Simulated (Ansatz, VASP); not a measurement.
## Rb2Ge3 in VASP and in Ansatz

```xyz
10
Lattice="-3.9192 3.9192 3.9192 3.9192 -3.9192 3.9192 3.9192 3.9192 -3.9192" Properties=species:S:1:pos:R:3 pbc="T T T"
Rb    2.9394    0.9798   -0.9798
Rb    0.9798    0.9798    0.9798
Rb    0.9798   -0.9798    2.9394
Rb   -0.9798    2.9394    0.9798
Ge    1.9596    4.8990    0.0000
Ge    0.0000    1.9596    4.8990
Ge    2.9394    3.9192    1.9596
Ge    4.8990    0.0000    1.9596
Ge    1.9596    2.9394    3.9192
Ge    3.9192    1.9596    2.9394
```

Alike in both runs: task single point; functional PBE; k mesh 4 × 4 × 4; occupations gaussian, width 0.1 eV; no spin polarisation.

|  | VASP | Ansatz |
| --- | --- | --- |
| version | VASP 6.6.1 | Ansatz 0.2.0 |
| potentials or method | VASP PAW PBE potentials, release 64 (Rb_sv, Ge_d) | scalar-relativistic, plane waves, PAW |
| plane-wave cutoff (eV) | 520 | 420 |
| valence electrons in the cell | 120 | 120 |

Ansatz gave:

* gap on the k mesh at the Fermi level (eV): none
* pressure (GPa): 16.5

Question: Which values does VASP return?

Answer: gap on the k mesh at the Fermi level (eV): none; pressure (GPa): 16.7.

A gap of «none» marks a metal or a gap that the smearing closes.

Caveats: so large a pressure means that the cell lies far from this level's equilibrium, or that cutoff or potentials fall short (VASP).
